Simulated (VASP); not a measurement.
Level of theory: LDA (Ceperley-Alder, Perdew-Zunger), VASP's LDA PAW potentials (set 64) (plane waves; VASP 6.6.1).

The input files of a VASP run:

File POSCAR:
```
Cu3Sn
1.0
  0.0000000000   3.2575290000   3.2575290000
  3.2575290000   0.0000000000   3.2575290000
  3.2575290000   3.2575290000   0.0000000000
Sn Cu
1 3
direct
  0.0000000000   0.0000000000   0.0000000000
  0.5000000000   0.5000000000   0.5000000000
  0.2500000000   0.2500000000   0.2500000000
  0.7500000000   0.7500000000   0.7500000000
```

**INCAR**
```
! general
SYSTEM =Cu3Sn
PREC   =Accurate
ENCUT  =300
LREAL  =.False.
LASPH  =.True.

! electronic loop
EDIFF  =1E-6
NELM   =100
ALGO   =Normal
LMAXMIX=4

! smearing
ISMEAR =-1
SIGMA  =0.1

! ions
ISIF   =2

! output
LWAVE  =.False.
LCHARG =.False.
```

KPOINTS:
```
Automatic mesh
0
Gamma
7 7 7
0 0 0
```

POTCAR, in this order: Sn_d Cu (LDA.64 set). Program: vasp_std.

Output

OUTCAR:
```
 ion  position               nearest neighbor table
   1  0.000  0.000  0.000-   4 2.82   4 2.82   4 2.82   3 2.82   4 2.82   3 2.82   3 2.82   3 2.82
                             2 3.26   2 3.26   2 3.26   2 3.26   2 3.26   2 3.26
   2  0.500  0.500  0.500-   1 3.26   1 3.26   1 3.26   1 3.26   1 3.26   1 3.26
   3  0.250  0.250  0.250-   1 2.82   1 2.82   1 2.82   1 2.82
   4  0.750  0.750  0.750-   1 2.82   1 2.82   1 2.82   1 2.82
  LATTYP: Found a face centered cubic cell.
 ALAT       =     6.5150580000
 Subroutine PRICEL returns:
 Original cell was already a primitive cell.
 Subroutine GETGRP returns: Found 48 space group operations
The static configuration has the point symmetry O_h .
The dynamic configuration has the point symmetry O_h .
 Subroutine INISYM returns: Found 48 space group operations
 Subroutine IBZKPT returns following result:
 Found     20 irreducible k-points:

 Following reciprocal coordinates:
            Coordinates               Weight
  0.000000  0.000000  0.000000      1.000000
  0.142857  0.000000  0.000000      8.000000
  0.285714  0.000000  0.000000      8.000000
  0.428571  0.000000  0.000000      8.000000
  0.142857  0.142857  0.000000      6.000000
  0.285714  0.142857  0.000000     24.000000
  0.428571  0.142857  0.000000     24.000000
 -0.428571  0.142857  0.000000     24.000000
 -0.285714  0.142857  0.000000     24.000000
 -0.142857  0.142857  0.000000     12.000000
  0.285714  0.285714  0.000000      6.000000
  0.428571  0.285714  0.000000     24.000000
 -0.428571  0.285714  0.000000     24.000000
 -0.285714  0.285714  0.000000     12.000000
  0.428571  0.428571  0.000000      6.000000
 -0.428571  0.428571  0.000000     12.000000
  0.428571  0.285714  0.142857     24.000000
 -0.428571  0.285714  0.142857     48.000000
 -0.428571  0.428571  0.142857     24.000000
 -0.285714  0.428571  0.142857     24.000000
   k-points           NKPTS =     20   k-points in BZ     NKDIM =     20   number of bands    NBANDS=     28
   number of dos      NEDOS =    301   number of ions     NIONS =      4
   total plane-waves  NPLWV =  21952
   dimension x,y,z NGX =    28 NGY =   28 NGZ =   28
   dimension x,y,z NGXF=    56 NGYF=   56 NGZF=   56
   ions per type =               1   3
   PREC   = accura    normal or accurate (medium, high low for compatibility)
   ISTART =      0    job   : 0-new  1-cont  2-samecut
   ICHARG =      2    charge: 1-file 2-atom 10-const
   ISPIN  =      1    spin polarized calculation?
   LNONCOLLINEAR =      F non collinear calculations
   LSORBIT =      F    spin-orbit coupling
   INIWAV =      1    electr: 0-lowe 1-rand  2-diag
   ENCUT  =  300.0 eV  22.05 Ry    4.70 a.u.   6.51  6.51  6.51*2*pi/ulx,y,z
   NELM   =    100;   NELMIN=  2; NELMDL= -5     # of ELM steps
   EDIFF  = 0.1E-05   stopping-criterion for ELM
   LREAL  =      F    real-space projection
   NLSPLINE    = F    spline interpolate recip. space projectors
   LMAXMIX     =    4 max onsite mixed and CHGCAR
   VOSKOWN=      0    Vosko Wilk Nusair interpolation
   EDIFFG = 0.1E-04   stopping-criterion for IOM
   NSW    =      0    number of steps for IOM
   NBLOCK =      1;   KBLOCK =      1    inner block; outer block
   IBRION =     -1    ionic relax: 0-MD 1-quasi-New 2-CG
   NFREE  =      0    steps in history (QN), initial steepest desc. (CG)
   ISIF   =      2    stress and relaxation
   ISYM   =      2    0-nonsym 1-usesym 2-fastsym
   TEIN   =    0.0    initial temperature
   TEBEG  =    0.0;   TEEND  =   0.0 temperature during run
   SMASS  =  -3.00    Nose mass-parameter (am)
   PSTRESS=    0.0 pullay stress
   NELECT =      47.0000    total number of electrons
   EFERMI =   0.00;   METHOD = LEGACY
   ISMEAR =    -1;   SIGMA  =   0.10  broadening in eV -4-tet -1-fermi 0-gaus
   IALGO  =     38    algorithm
   LDIAG  =      T    sub-space diagonalisation (order eigenvalues)
...
```

File OSZICAR:
```
       N       E                     dE             d eps       ncg     rms          rms(c)
DAV:   1     0.342834435974E+03    0.34283E+03   -0.15283E+04  1120   0.188E+03
DAV:   2     0.165235137119E+02   -0.32631E+03   -0.31914E+03  1120   0.439E+02
DAV:   3    -0.186148317542E+02   -0.35138E+02   -0.33111E+02  1200   0.170E+02
DAV:   4    -0.197350448758E+02   -0.11202E+01   -0.11134E+01  1524   0.350E+01
DAV:   5    -0.197736928775E+02   -0.38648E-01   -0.38645E-01  1616   0.562E+00    0.130E+01
DAV:   6    -0.196904342791E+02    0.83259E-01   -0.43962E+01  1360   0.116E+02    0.101E+01
DAV:   7    -0.172612510198E+02    0.24292E+01   -0.97927E+00  1260   0.610E+01    0.185E+00
DAV:   8    -0.172721216429E+02   -0.10871E-01   -0.85163E-01  1560   0.186E+01    0.108E+00
DAV:   9    -0.172884561677E+02   -0.16335E-01   -0.23558E-01  1528   0.120E+01    0.128E+00
DAV:  10    -0.172556575331E+02    0.32799E-01   -0.74802E-02  1452   0.557E+00    0.361E-01
DAV:  11    -0.172544616213E+02    0.11959E-02   -0.80797E-03  1740   0.118E+00    0.168E-01
DAV:  12    -0.172540781445E+02    0.38348E-03   -0.97160E-04  1732   0.578E-01    0.465E-02
DAV:  13    -0.172540441645E+02    0.33980E-04   -0.23269E-04  1576   0.300E-01    0.101E-02
DAV:  14    -0.172540441383E+02    0.26200E-07   -0.27516E-05  1604   0.817E-02    0.409E-03
DAV:  15    -0.172540442402E+02   -0.10198E-06   -0.12882E-06   800   0.124E-02
   1 F= -.17254044E+02 E0= -.17234093E+02  d E =-.399024E-01
```

OUTCAR:
```
------------------------ aborting loop because EDIFF is reached ----------------------------------------
  FORCE on cell =-STRESS in cart. coord.  units (eV):
  Direction    XX          YY          ZZ          XY          YZ          ZX
  --------------------------------------------------------------------------------------
  Total       -8.6213882     -8.6213882     -8.6213882      0.0000000      0.0000000      0.0000000
  in kB     -199.7988182   -199.7988182   -199.7988182      0.0000000      0.0000000      0.0000000
  external PRESSURE =    -199.7988182 kB  Pullay stress =       0.0000000 kB
  volume of cell :       69.13
      direct lattice vectors                 reciprocal lattice vectors
     0.000000000  3.257529000  3.257529000    -0.153490575  0.153490575  0.153490575
     3.257529000  0.000000000  3.257529000     0.153490575 -0.153490575  0.153490575
     3.257529000  3.257529000  0.000000000     0.153490575  0.153490575 -0.153490575
 POSITION                                       TOTAL-FORCE (eV/Angst)
 -----------------------------------------------------------------------------------
      0.00000      0.00000      0.00000        -0.000000     -0.000000      0.000000
      3.25753      3.25753      3.25753         0.000000     -0.000000      0.000000
      1.62876      1.62876      1.62876         0.000000      0.000000      0.000000
      4.88629      4.88629      4.88629        -0.000000     -0.000000     -0.000000
 -----------------------------------------------------------------------------------
    total drift:                                0.000000      0.000000      0.000000
  FREE ENERGIE OF THE ION-ELECTRON SYSTEM (eV)
  ---------------------------------------------------
  free  energy   TOTEN  =       -17.2540442402 eV

  energy  without entropy=      -17.2141418572  energy(sigma->0) =      -17.23409305
```
(Selected blocks of OUTCAR.)

File OUTCAR:
```
 val. band max:        6.5849771618   @ k =   0.2857   0.1429   0.0000

 cond. band min:       6.6218514271   @ k =   0.4286   0.1429   0.0000


 Fermi energy:         6.5886281055

 k-point     1 :       0.0000    0.0000    0.0000
  band No.  band energies     occupation
      1     -14.6949      2.00000
      2     -14.6949      2.00000
      3     -14.6949      2.00000
      4     -14.6646      2.00000
      5     -14.6646      2.00000
      6      -3.3724      2.00000
      7       2.8107      2.00000
      8       2.8107      2.00000
      9       2.8107      2.00000
     10       3.0682      2.00000
     11       3.0682      2.00000
     12       3.5816      2.00000
     13       3.5816      2.00000
     14       3.5816      2.00000
     15       4.1639      2.00000
     16       4.1639      2.00000
     17       4.1639      2.00000
     18       4.1795      2.00000
     19       4.1795      2.00000
     20       4.3551      2.00000
     21       4.3551      2.00000
     22       6.9666      0.04466
     23       8.5175      0.00000
     24       8.5175      0.00000
     25       8.5175      0.00000
     26       9.8460      0.00000
     27       9.9104      0.00000
     28       9.9104      0.00000

 k-point     2 :       0.1429    0.0000    0.0000
  band No.  band energies     occupation
      1     -14.6945      2.00000
      2     -14.6937      2.00000
      3     -14.6937      2.00000
      4     -14.6639      2.00000
      5     -14.6639      2.00000
      6      -3.1685      2.00000
      7       2.5909      2.00000
      8       2.8049      2.00000
      9       2.8049      2.00000
     10       3.1439      2.00000
     11       3.1439      2.00000
     12       3.5644      2.00000
     13       3.5644      2.00000
     14       3.5845      2.00000
     15       3.9821      2.00000
     16       4.0433      2.00000
     17       4.0433      2.00000
     18       4.2551      2.00000
     19       4.2551      2.00000
     20       4.3444      2.00000
...
```

At this cut-off the stress carries a Pulay error, which pulls relaxed volumes low. Unless said otherwise, spin-orbit coupling is left out, though it shifts the bands of the heavy elements here.

The structure was generated: Cu3Sn was put into an ordered model structure, which need not be its known phase. The cell was not relaxed at this level, and its volume differs by -5.9 % from the start's. The electron count is odd and the run is not spin-polarised, which forces a metal.
